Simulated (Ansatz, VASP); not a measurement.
## TiTe2 (1T-TiTe2 monolayer): VASP beside Ansatz

Wanted: the spread between two codes on one cell, functional and k mesh. The cell is taken from a series of runs on this material, whose earlier steps may have relaxed, scaled, displaced or heated it; both programs get it as it stands.

Main program and level: Ansatz 0.2.0; plane waves, with VASP 6.6.1 beside it; single point at PBE with D3(BJ).

## (1) The starting structure

The cell holds 3 atoms: 2 Te and 1 Ti. Cell: a = 3.679 Å, b = 3.679 Å, c = 21.524 Å, α = 90.0°, β = 90.0°, γ = 120.0°. Vacuum lies along c.

## (2) VASP: single point, PBE with D3(BJ)

A single point gives forces, pressure and levels at one fixed geometry, so differences don't come from the geometry; what else differs is listed under the comparison.

Lines of VASP's logs that name or quote its potential files are left out, and so is its time.

The input, INCAR:

```
SYSTEM = TiTe2
PREC = Accurate
ENCUT = 400
EDIFF = 1E-06
NELM = 120
ISMEAR = -1
SIGMA = 0.05
LREAL = .FALSE.
ALGO = Normal
GGA = PE
IVDW = 12
NBANDS = 18
LASPH = .TRUE.
LORBIT = 11
LWAVE = .FALSE.
LCHARG = .FALSE.
ISIF = 2
LDIPOL = .TRUE.
IDIPOL = 3
DIPOL = 0.5 0.5 0.5
LVHAR = .TRUE.
GGA_COMPAT = .FALSE.
NELMDL = -8
```

The input, POSCAR:

```
TiTe2
1.0
    3.6789816525      0.0000000000      0.0000000000
   -1.8394908262      3.1860915711      0.0000000000
    0.0000000000      0.0000000000     21.5237496024
Te Ti
2 1
Direct
    0.6666666667      0.3333333333      0.4181427570
    0.3333333333      0.6666666667      0.5818572430
    0.0000000000      0.0000000000      0.5000000000
```

The input, KPOINTS:

```
Automatic mesh
0
Gamma
12 12 1
0 0 0
```

Potentials, in the order of the species: Te and Ti_sv (PBE family, release 64).

Command:

```sh
> mpirun -np 1 vasp_std
```

Numbers of over 12 decimals in the logs are rounded to 6 here.

Log:

```text
[banner, memory and clock lines left out]
running    1 mpi-ranks, on    1 nodes
 distrk:  each k-point on    1 cores,    1 groups
 distr:  one band on    1 cores,    1 groups

 POSCAR found type information on POSCAR TeTi
 POSCAR found :  2 types and       3 ions
 LDA part: xc-table for (Slater+PW92), standard interpolation
 POSCAR, INCAR and KPOINTS ok, starting setup
 FFT: planning ... GRIDC
 FFT: planning ... GRID_SOFT
 FFT: planning ... GRID
 WAVECAR not read
 entering main loop
       N       E                     dE             d eps       ncg     rms          rms(c)
DAV:   1     0.135189199680E+03    0.13519E+03   -0.97145E+03   836   0.851E+02
DAV:   2    -0.837118494758E+00   -0.13603E+03   -0.13382E+03   886   0.221E+02
DAV:   3    -0.172730953103E+02   -0.16436E+02   -0.16295E+02  1236   0.684E+01
DAV:   4    -0.182313513866E+02   -0.95826E+00   -0.95587E+00   950   0.159E+01
DAV:   5    -0.183082592106E+02   -0.76908E-01   -0.76875E-01  1076   0.363E+00
DAV:   6    -0.183091080124E+02   -0.84880E-03   -0.84873E-03   976   0.477E-01
DAV:   7    -0.183091330861E+02   -0.25074E-04   -0.25073E-04  1072   0.722E-02
DAV:   8    -0.183091332935E+02   -0.20736E-06   -0.20738E-06   962   0.754E-03    0.122E+01
DAV:   9    -0.182185561914E+02    0.90577E-01   -0.34387E+01   806   0.386E+01    0.143E+01
DAV:  10    -0.165777696072E+02    0.16408E+01   -0.33340E+01   844   0.349E+01    0.599E+00
DAV:  11    -0.162241156802E+02    0.35365E+00   -0.13636E+00   778   0.843E+00    0.224E+00
DAV:  12    -0.161845888306E+02    0.39527E-01   -0.62536E-01   928   0.519E+00    0.133E+00
DAV:  13    -0.161747470909E+02    0.98417E-02   -0.17738E-01   860   0.331E+00    0.689E-01
DAV:  14    -0.161709242278E+02    0.38229E-02   -0.35402E-02   772   0.147E+00    0.262E-01
[...]
DAV:  19    -0.161706981538E+02   -0.13897E-03   -0.39260E-05   872   0.389E-02    0.287E-02
DAV:  20    -0.161707962498E+02   -0.98096E-04   -0.37246E-05   864   0.432E-02    0.129E-02
DAV:  21    -0.161708622127E+02   -0.65963E-04   -0.54725E-06   776   0.912E-03    0.585E-03
DAV:  22    -0.161708748844E+02   -0.12672E-04   -0.29689E-07   666   0.280E-03    0.491E-03
DAV:  23    -0.161708848688E+02   -0.99844E-05   -0.36591E-07   620   0.197E-03    0.178E-03
DAV:  24    -0.161708858908E+02   -0.10220E-05   -0.37620E-08   540   0.110E-03    0.109E-03
DAV:  25    -0.161708870602E+02   -0.11694E-05   -0.15887E-07   608   0.232E-03    0.669E-04
DAV:  26    -0.161708874416E+02   -0.38133E-06   -0.12053E-08   450   0.535E-04
   1 F= -.17251212E+02 E0= -.17245967E+02  d E =-.104916E-01
```

OUTCAR, selected parts (step 2):

```text
ion  position               nearest neighbor table
   1  0.667  0.333  0.418-   3 2.76   3 2.76   3 2.76
   2  0.333  0.667  0.582-   3 2.76   3 2.76   3 2.76
   3  0.000  0.000  0.500-   1 2.76   2 2.76   2 2.76   1 2.76   1 2.76   2 2.76

  LATTYP: Found a hexagonal cell.
 ALAT       =     3.6789816525
 C/A-ratio  =     5.8504639695

 Subroutine GETGRP returns: Found 12 space group operations
 (whereof 12 operations were pure point group operations)

The static configuration has the point symmetry D_3d.

 Found     19 irreducible k-points:

   k-points           NKPTS =     19   k-points in BZ     NKDIM =     19   number of bands    NBANDS=     18

   dimension x,y,z NGX =    24 NGY =   24 NGZ =  140
   dimension x,y,z NGXF=    48 NGYF=   48 NGZF=  280

   ENCUT  =  400.0 eV  29.40 Ry    5.42 a.u.   6.00  6.00 35.10*2*pi/ulx,y,z

   NELECT =      24.0000    total number of electrons

 k-points in reciprocal lattice and weights: Automatic mesh
   0.00000000  0.00000000  0.00000000       0.007
   0.08333333 -0.00000000  0.00000000       0.042
   0.16666667  0.00000000  0.00000000       0.042
   0.25000000  0.00000000  0.00000000       0.042
   0.33333333  0.00000000  0.00000000       0.042
   0.41666667 -0.00000000  0.00000000       0.042
   0.50000000  0.00000000  0.00000000       0.021
   0.08333333  0.08333333  0.00000000       0.042
   0.16666667  0.08333333  0.00000000       0.083
[...]
0.33333333  0.25000000  0.00000000       0.083
   0.33333333  0.33333333  0.00000000       0.014

 dipolmoment           0.000000      0.000000     -0.000000 electrons x Angstroem

 average (electrostatic) potential at core
       1 -95.1783       2 -95.1783       3 -82.5638

 E-fermi :  -1.0990

 k-point     1 :       0.0000    0.0000    0.0000
  band No.  band energies     occupation
    ...
      6     -12.4892      2.00000
      7      -5.4958      2.00000
      8      -2.7277      2.00000
      9      -2.4507      2.00000
     10      -2.4507      2.00000
     11      -0.6577      0.00029
     12      -0.6053      0.00010
     13      -0.6053      0.00010
     14       0.2685      0.00000
     15       0.2685      0.00000
    ...

 k-point     2 :       0.0833   -0.0000    0.0000
  band No.  band energies     occupation
    ...
      7      -5.4024      2.00000
      8      -3.0536      2.00000
      9      -2.4401      2.00000
     10      -2.2463      2.00000
     11      -1.0665      0.68549
     12      -0.8168      0.00705
     13      -0.6594      0.00030
     14       0.1872      0.00000
     15       0.3962      0.00000
     16       1.9532      0.00000
    ...

 k-point     3 :       0.1667    0.0000    0.0000
  band No.  band energies     occupation
    ...
      8      -3.5693      2.00000
      9      -2.4320      2.00000
     10      -2.2939      2.00000
     11      -2.0385      2.00000
     12      -1.1816      1.67787
     13      -0.7463      0.00173
     14       0.1924      0.00000
     15       0.5149      0.00000
     16       1.3068      0.00000
     17       2.1190      0.00000
    ...

 Edisp (eV)   -1.08032

  Total      -0.05869    -0.05869    -0.02794    -0.00000    -0.00000    -0.00000
  in kB      -0.37273    -0.37273    -0.17744    -0.00000    -0.00000    -0.00000
  external pressure =       -0.31 kB  Pullay stress =        0.00 kB

  energy-cutoff  :      400.00
  volume of cell :      252.29
      direct lattice vectors                 reciprocal lattice vectors
     3.678981653  0.000000000  0.000000000     0.271814348  0.156932087  0.000000000
    -1.839490826  3.186091571  0.000000000     0.000000000  0.313864174  0.000000000
     0.000000000  0.000000000 21.523749602     0.000000000  0.000000000  0.046460306

 POSITION                                       TOTAL-FORCE (eV/Angst)
 -----------------------------------------------------------------------------------
      1.83949      1.06203      9.00000         0.000000     -0.000000     -0.016205
     -0.00000      2.12406     12.52375        -0.000000      0.000000      0.016205
      0.00000      0.00000     10.76187         0.000000      0.000000      0.000000
 -----------------------------------------------------------------------------------
    total drift:                               -0.000000     -0.000000      0.000000

  FREE ENERGIE OF THE ION-ELECTRON SYSTEM (eV)
  ---------------------------------------------------
  free  energy   TOTEN  =       -17.2512124192 eV

  energy  without entropy=      -17.2407208123  energy(sigma->0) =      -17.24596662

 vacuum level on the upper side and lower side of the slab         3.676         3.676

 total charge
# of ion       s       p       d       tot
------------------------------------------
    1        1.385   2.004   0.037   3.427
    2        1.385   2.004   0.037   3.427
    3        2.168   6.128   1.879  10.175
--------------------------------------------------
tot          4.938  10.137   1.953  17.028

[... 3 further parts left out ...]
```

This run has no spin polarisation, so a moment on Ti, if there is one, isn't seen.

## (3) Ansatz: single point, PBE with D3(BJ)

Ansatz runs on its PAW soft_1 files.

The same cell, functional, mesh and smearing now go to Ansatz, which takes its cutoff from its data sets.

The input, input.yaml:

```yaml
crystal:
  lattice:
    - [3.6789816525, 0.0, 0.0]
    - [-1.8394908262, 3.1860915711, 0.0]
    - [0.0, 0.0, 21.5237496024]
  atoms:
    - { symbol: Te, position: [0.6666666667, 0.3333333333, 0.418142757] }
    - { symbol: Ti, position: [0.0, 0.0, 0.5] }
    - { symbol: Te, position: [0.3333333333, 0.6666666667, 0.581857243] }
kpoints:
  mp_grid: { grid: [12, 12, 1] }
  band_path:
    path: [[0, 0, 0], [0.5, 0, 0], [0.33333333, 0.33333333, 0], [0, 0, 0]]
    npoints: 16
hamiltonian:
  xc: pbe
  dispersion: d3bj
  pseudopotentials: { kind: paw, azcp: { folder: soft_1 } }
scf:
  occupations: { method: fermi_dirac, width: 0.05 }
  convergence: { dr2_threshold: 1.0e-10 }
efield:
  axis: 3
  dipole_correction: true
  ramp_position: 0.97
  ramp_width: 0.06
  amplitude: 0
output:
  dos: { projected: true, e_range: [-6, 5] }
  bader: true
  write_potential: true
  write_density: true
  volumetric_format: npy
  elf: true
```

Command:

```sh
> ansatz run input.yaml --threads 4 --pin off --max-ram 6144MiB --backend cpu --events-out ev --progress --plain --runs-dir out
```

Log:

```text
Engine: ansatz 0.2.0, aarch64-unknown-linux-gnu
Pseudopotentials: kind: paw
Pseudopotential: Te, paw, valence charge 16, recommended cutoff 420 eV (normal), soft_1/Te.paw.azcp
Pseudopotential: Ti, paw, valence charge 12, recommended cutoff 420 eV (normal), soft_1/Ti.paw.azcp
Functional definition: PBE
  parameter kappa = 0.804
  parameter beta = 0.066725
  exchange = pbe_x(kappa = kappa, mu = beta*pi^2/3)
  correlation = pbe_c(beta = beta)
Crystal: 3 atoms, lattice volume = 252.292 Å³
Basis set: ecut = 420 eV, 4931 PW (Γ)
Bands: 27, of which v1, the nominal top of the filled ones, is band 22 counted from 1 (21 counted from 0)
Symmetry: 6 space group operations
k-points: 19 of 144 (time reversal used)
Non-local potential: Te, projectors of the file, l = 0: 2, l = 1: 2, l = 2: 2, l = 3: 1
Non-local potential: Ti, projectors of the file, l = 0: 3, l = 1: 2, l = 2: 3, l = 3: 1
PAW form: soft (Blöchl's): semilocal exchange-correlation on the pseudo side does not see the compensation charge
PAW one-centre angular grid: Te, 590 points (default); XC on 64 Gauss nodes
PAW one-centre angular grid: Ti, 590 points (default); XC on 64 Gauss nodes
Initial density: superposition of atomic densities (neutral atoms: chi_scale 0, normalization atom)
Initial wavefunctions: pseudopotential atomic-orbital guess
Functional: x = pbe(κ = 0.804, μ = 0.219515), c = pbe(β = 0.066725)
SCF iter   1: F=—  HF=-16463.278380 eV  |F-HF|=—  |Δ(HF+E_count)|=         —  Δρ=1.56e-2  dr2=1.91e0  ethr=3.10e-3  p=0.000 e·Å  D=6.26e-14 V/Å  ΔV_dip=-0.00 eV  dr2_dipole=3.30e-8  V_vac-E_F(+/−)=6.23/6.23 eV  ⟨swp⟩=10.4  Hψ=2814  notcnv=0
efield: sawtooth ramp at fractional position 0.9700 (set: `efield.ramp_position`, or a place that a band, a saddle search or an elastic batch's reference lends), width 0.0600; the density the first Hamiltonian is built on has a dipole p = 0.000 e·Å; the dipole correction subtracts the counter field D = 6.26e-14 V/Å, which shifts the + side's vacuum level by -0.00 eV against the − side's; the planar-averaged density in the ramp window peaks in size at 1.7e-6 e/Å³
preconditioner: auto → LDOS  [metal: Δε(μ)=0.089 eV  Ē_g=6.321 eV  σ=0.050 eV  W_gap=0.42  n_scr=30 (ndim 8)  ℏωp=9.4 eV  f_vac=0.647  D(μ)=1.18/eV (n_scr^D=6)  β→1.0]
SCF iter   2: F=—  HF=-16463.863780 eV  |F-HF|=—  |Δ(HF+E_count)|=   5.85e-1  Δρ=2.02e-2  dr2=6.88e0  ethr=3.10e-3  p=-0.000 e·Å  D=-1.43e-5 V/Å  ΔV_dip=0.00 eV  dr2_dipole=1.19e-8  V_vac-E_F(+/−)=2.95/2.95 eV  ⟨swp⟩=4.3  Hψ=1328  notcnv=0  recentre
SCF iter   3: F=—  HF=-16462.946988 eV  |F-HF|=—  |Δ(HF+E_count)|=   9.17e-1  Δρ=5.67e-3  dr2=2.26e-1  ethr=3.10e-3  p=-0.000 e·Å  D=-1.54e-5 V/Å  ΔV_dip=0.00 eV  dr2_dipole=1.91e-8  V_vac-E_F(+/−)=5.28/5.28 eV  ⟨swp⟩=4.1  Hψ=1277  notcnv=0
SCF iter   4: F=—  HF=-16462.920124 eV  |F-HF|=—  |Δ(HF+E_count)|=   2.69e-2  Δρ=2.01e-3  dr2=1.35e-2  ethr=5.13e-4  p=0.000 e·Å  D=3.24e-5 V/Å  ΔV_dip=-0.00 eV  dr2_dipole=6.50e-8  V_vac-E_F(+/−)=4.80/4.80 eV  ⟨swp⟩=2.5  Hψ=790  notcnv=0
SCF iter   5: F=—  HF=-16462.917621 eV  |F-HF|=—  |Δ(HF+E_count)|=   2.50e-3  Δρ=3.04e-4  dr2=3.49e-4  ethr=3.07e-5  p=-0.000 e·Å  D=-3.53e-6 V/Å  ΔV_dip=0.00 eV  dr2_dipole=6.98e-10  V_vac-E_F(+/−)=4.76/4.76 eV  ⟨swp⟩=2.7  Hψ=923  notcnv=0
SCF iter   6: F=—  HF=-16462.917731 eV  |F-HF|=—  |Δ(HF+E_count)|=   1.10e-4  Δρ=6.33e-5  dr2=3.76e-6  ethr=7.93e-7  p=0.000 e·Å  D=6.80e-6 V/Å  ΔV_dip=-0.00 eV  dr2_dipole=2.69e-9  V_vac-E_F(+/−)=4.77/4.77 eV  ⟨swp⟩=2.4  Hψ=732  notcnv=0
SCF iter   7: F=—  HF=-16462.917802 eV  |F-HF|=—  |Δ(HF+E_count)|=   7.14e-5  Δρ=2.26e-5  dr2=1.44e-6  ethr=8.54e-9  p=-0.000 e·Å  D=-8.30e-6 V/Å  ΔV_dip=0.00 eV  dr2_dipole=4.27e-9  V_vac-E_F(+/−)=4.77/4.77 eV  ⟨swp⟩=2.3  Hψ=925  notcnv=0
SCF iter   8: F=—  HF=-16462.917804 eV  |F-HF|=—  |Δ(HF+E_count)|=   1.92e-6  Δρ=2.71e-6  dr2=1.97e-8  ethr=3.28e-9  p=0.000 e·Å  D=6.92e-6 V/Å  ΔV_dip=-0.00 eV  dr2_dipole=2.94e-9  V_vac-E_F(+/−)=4.77/4.77 eV  ⟨swp⟩=2.1  Hψ=702  notcnv=0
SCF iter   9: F=—  HF=-16462.917804 eV  |F-HF|=—  |Δ(HF+E_count)|=   4.91e-8  Δρ=9.21e-7  dr2=1.08e-8  ethr=4.49e-11  p=-0.000 e·Å  D=-7.94e-6 V/Å  ΔV_dip=0.00 eV  dr2_dipole=3.71e-9  V_vac-E_F(+/−)=4.77/4.77 eV  ⟨swp⟩=3.5  Hψ=1074  notcnv=0
SCF iter  10: F=—  HF=-16462.917804 eV  |F-HF|=—  |Δ(HF+E_count)|=  3.75e-10  Δρ=4.21e-7  dr2=4.63e-10  ethr=2.44e-11  p=0.000 e·Å  D=1.02e-6 V/Å  ΔV_dip=-0.00 eV  dr2_dipole=7.04e-11  V_vac-E_F(+/−)=4.77/4.77 eV  ⟨swp⟩=2.1  Hψ=632  notcnv=0
SCF iter  11: F=-16462.917804 eV  HF=-16462.917804 eV  |F-HF|=2.18e-11  |Δ(HF+E_count)|=  9.17e-10  Δρ=6.94e-8  dr2=1.62e-11  ethr=1.00e-12  p=0.000 e·Å  D=8.53e-8 V/Å  ΔV_dip=-0.00 eV  dr2_dipole=3.29e-13  V_vac-E_F(+/−)=4.77/4.77 eV  ⟨swp⟩=4.0  Hψ=1470  notcnv=0
SCF 1 converged in 11 iterations: F = -16462.917804 eV  dr2 = 1.62e-11
  greatest PAW one-centre occupation: 0.999 electrons in one spin orbital (limit 2), on the Ti atom at site 1 (counted from 0), in its partial waves of l = 0
NSCF: frozen V_eff on 49 k-points
efield: sawtooth ramp at fractional position 0.9700 (kept from the solve that this one continues, or follows in the run), width 0.0600; the density the first Hamiltonian is built on has a dipole p = 0.000 e·Å; the dipole correction subtracts the counter field D = 8.53e-8 V/Å, which shifts the + side's vacuum level by -0.00 eV against the − side's; the planar-averaged density in the ramp window peaks in size at 1.6e-6 e/Å³
WARN: The output density's exchange-correlation potential varies sharply where the density is thin. Do not read a vacuum level from v_tot or v_xc, or from such a field of the output density. On a cell that repeats whose density bears no net charge and no dipole along the vacuum's axis use v_es (v_loc + v_h of the components); under efield.dipole_correction with no amplitude use v_es + v_field, which holds any externa [...]
SCF converged after 11 iterations
Free energy (F): -16462.917804 eV
Harris-Foulkes:  -16462.917804 eV  (|F-HF|=2.18e-11)
Internal energy: -16462.907291 eV  (E = F + TS)
E sigma→0 (E₀):  -16462.912548 eV
Entropy (-TS):   -0.010514 eV (-3.505 meV/atom)
Fermi energy:    -0.004190 eV
Dipole field:    D = -0.000001 V/Å  (p = -0.000001 e·Å, saw-weighted, corrected)
Work function:   Φ+ = 4.7673 eV   Φ− = 4.7673 eV
Levels:          The Fermi level and band energies are counted from a zero that moves with the ramp; work functions are not
--- Per-component energies (eV) ---
  E_band       = -1116.884282
  E_kinetic    = 624.788104
  E_local      = -33736.632558  (includes V_loc(G=0)·N_el)
  E_nonlocal   = 193.547702
  E_hartree    = 16559.088222
  E_xc         = -360.854092
  E_vxc        = -349.029215  (∫ρ·V_xc dr)
  E_paw        = -10385.870160  (= ΣΔE_a)
  E_vpaw       = -967.734473  (= ΣTr[D̂ρ^β])
  E_aug_tail   = 0.000101  (compensation charges beyond the density's cutoff)
  E_efield     = 0.000000  (sawtooth field / dipole correction)
  E_vefield    = 0.000000  (∫n·V_field dr)
  E_ewald      = 10644.105839
  E_disp       = -1.080449  (pairwise vdW)
  E_smearing   = -0.010514  (= −TS)
  E_closure    = -0.000000  (closes the sum)
  Σ components = -16462.917804   (vs F -16462.917804, Δ=0.00e0)
--- Band table (eV; the first three rows and the last of 19) ---
  k-point 0: bands = [... 18 lower, -1.3537, -1.3537, 0.4356, 0.4935, 0.4935, 1.3587, 1.3587, 3.5309, ... 1 higher]
  k-point 1: bands = [... 18 lower, -1.3434, -1.1552, 0.0274, 0.2805, 0.4357, 1.2804, 1.4879, 3.0454, ... 1 higher]
  k-point 2: bands = [... 18 lower, -1.3357, -1.2036, -0.9502, -0.0854, 0.3488, 1.2876, 1.6084, 2.4023, ... 1 higher]
  k-point 18: bands = [... 18 lower, -3.7555, -2.8622, -2.0077, -2.0077, 1.2234, 1.2642, 1.2642, 2.5306, ... 1 higher]
--- Bader charges: 3 sites ---
  site symbol  charge [e]  shift [e]
     0     Te     -0.6782     0.0011
     1     Ti      1.3564     0.0022
     2     Te     -0.6782     0.0011
  estimated error of the sums over rays = 5.7e-4 e
```

## (4) Side by side

Known differences besides the potentials themselves: the data sets hold 44 valence electrons in Ansatz (on its PAW soft_1 files) and 24 in VASP; the cutoff is 420 eV in Ansatz and 400 eV in VASP. Total energies have different zeros and are not compared.

Compared:

```tsv
quantity	Ansatz	VASP	difference
work function, lower of the two faces (eV)	4.77	4.78	-0.01
work function, higher of the two faces (eV)	4.77	4.78	-0.01
```

With vacuum in the cell, a pressure given here is an average over mostly empty space and none of the material.

## (5) Summary of results

* difference in work function, lower of the two faces (single point, PBE with D3(BJ)): -0.0077 eV

**Reading.** The difference in work function, lower of the two faces is -0.0077 eV (single point, PBE with D3(BJ)). The data sets hold unlike numbers of valence electrons (44 in Ansatz and 24 in VASP), so part of the differences comes from the potentials. How closely two codes agree says nothing of how well the functional describes the real material.

[Lines on the potential files, build, host, timing and source positions are cut from VASP's logs without a mark.]

[Logs are printed without paths, hosts, clocks, repeated set-up lines and the standing remarks that a program may print on its own settings, such as how far it seeks lower states.]

[Hosts, paths, dates, database ids (printed as entryN), source tags and the programs' standing remarks are cut or masked in the printed files.]
